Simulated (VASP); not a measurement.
Output of a VASP run:

OSZICAR:
```
       N       E                     dE             d eps       ncg     rms          rms(c)
DAV:   1     0.643386138534E+02    0.64339E+02   -0.91053E+03  1299   0.225E+03
DAV:   2    -0.249144500232E+02   -0.89253E+02   -0.83979E+02  1377   0.330E+02
DAV:   3    -0.309408746839E+02   -0.60264E+01   -0.59865E+01  1402   0.801E+01
DAV:   4    -0.310344000991E+02   -0.93525E-01   -0.93456E-01  1482   0.106E+01
DAV:   5    -0.310355159097E+02   -0.11158E-02   -0.11158E-02  1382   0.103E+00    0.720E+00
DAV:   6    -0.143827667123E+02    0.16653E+02   -0.12012E+01  1770   0.111E+02    0.286E+00
DAV:   7    -0.155987968603E+02   -0.12160E+01   -0.18302E+00  1504   0.361E+01    0.200E+00
DAV:   8    -0.154805792131E+02    0.11822E+00   -0.76456E-01  1222   0.106E+01    0.781E-01
DAV:   9    -0.157088500306E+02   -0.22827E+00   -0.28116E-01  1222   0.672E+00    0.443E-01
DAV:  10    -0.156408962618E+02    0.67954E-01   -0.11891E-01  1222   0.544E+00    0.272E-01
DAV:  11    -0.157182475478E+02   -0.77351E-01   -0.84764E-02  1222   0.353E+00    0.120E-01
DAV:  12    -0.157192618959E+02   -0.10143E-02   -0.20316E-03  1307   0.647E-01    0.592E-02
DAV:  13    -0.157199639145E+02   -0.70202E-03   -0.59652E-04  1331   0.536E-01    0.113E-02
DAV:  14    -0.157195136861E+02    0.45023E-03   -0.98332E-05  1237   0.148E-01    0.100E-02
DAV:  15    -0.157196824214E+02   -0.16874E-03   -0.80611E-06  1430   0.631E-02    0.477E-03
DAV:  16    -0.157196284642E+02    0.53957E-04   -0.57388E-06  1404   0.345E-02    0.314E-03
DAV:  17    -0.157196702178E+02   -0.41754E-04   -0.26768E-06  1232   0.230E-02    0.207E-03
DAV:  18    -0.157196686531E+02    0.15647E-05   -0.49643E-08   841   0.350E-03    0.182E-03
DAV:  19    -0.157196726151E+02   -0.39619E-05   -0.14407E-07   880   0.836E-03    0.308E-04
DAV:  20    -0.157196676353E+02    0.49797E-05   -0.60724E-08   641   0.348E-03    0.103E-04
DAV:  21    -0.157196682561E+02   -0.62077E-06   -0.84023E-09   631   0.150E-03    0.709E-05
DAV:  22    -0.157196678008E+02    0.45528E-06   -0.19033E-09   631   0.698E-04    0.384E-05
DAV:  23    -0.157196679198E+02   -0.11898E-06   -0.71525E-10   631   0.431E-04    0.296E-05
DAV:  24    -0.157196679155E+02    0.43137E-08   -0.29371E-10   631   0.300E-04
   1 F= -.15719668E+02 E0= -.15719668E+02  d E =-.595867E-11
```

**OUTCAR**
```
------------------------ aborting loop because EDIFF is reached ----------------------------------------
  FORCE on cell =-STRESS in cart. coord.  units (eV):
  Direction    XX          YY          ZZ          XY          YZ          ZX
  --------------------------------------------------------------------------------------
  Total       -1.4274577     -1.4274577     -1.4274577     -0.0000000      0.0000000     -0.0000000
  in kB      -96.4949463    -96.4949463    -96.4949463     -0.0000000      0.0000000     -0.0000000
  external PRESSURE =     -96.4949463 kB  Pullay stress =       0.0000000 kB
  volume of cell :       23.70
      direct lattice vectors                 reciprocal lattice vectors
     0.000000000  2.279885795  2.279885795    -0.219309231  0.219309231  0.219309231
     2.279885795  0.000000000  2.279885795     0.219309231 -0.219309231  0.219309231
     2.279885795  2.279885795  0.000000000     0.219309231  0.219309231 -0.219309231
  FREE ENERGIE OF THE ION-ELECTRON SYSTEM (eV)
  ---------------------------------------------------
  free  energy   TOTEN  =       -15.7196679155 eV

  energy  without entropy=      -15.7196679155  energy(sigma->0) =      -15.71966792
```
(Selected blocks of OUTCAR.)

POSCAR:
```
GaN
1
    0.0000000000     2.2798857953     2.2798857953
    2.2798857953     0.0000000000     2.2798857953
    2.2798857953     2.2798857953     0.0000000000
Ga N
1 1
Direct
  0.0000000000   0.0000000000   0.0000000000
  0.2500000000   0.2500000000   0.2500000000
```

Question: Reconstruct the remaining input files.

Answer: One answer among several that fit: the input of the run itself, MS2 meta-GGA, plane waves, VASP's PBE PAW potentials (set 64).

INCAR:
```
SYSTEM  =  GaN
PREC  =  Accurate; ENCUT  =  520; LREAL  =  F
LASPH  =  T
EDIFF  =  1E-7; NELM  =  100; ALGO  =  Normal
LMAXMIX  =  4; LMIXTAU  =  T
ISMEAR  =  0; SIGMA  =  0.05
METAGGA  =  MS2
ISIF  =  2
LWAVE  =  F; LCHARG  =  F
```

### KPOINTS
```
Automatic mesh
0
Gamma
10 10 10
0 0 0
```

POTCAR, in this order: Ga_d N (PBE.64 set). Program: vasp_std.

The compound is GaN in the zinc blende structure, a metastable form; wurtzite is the usual one. This cell is one point of a volume scan, at 1.06 of the reference volume.
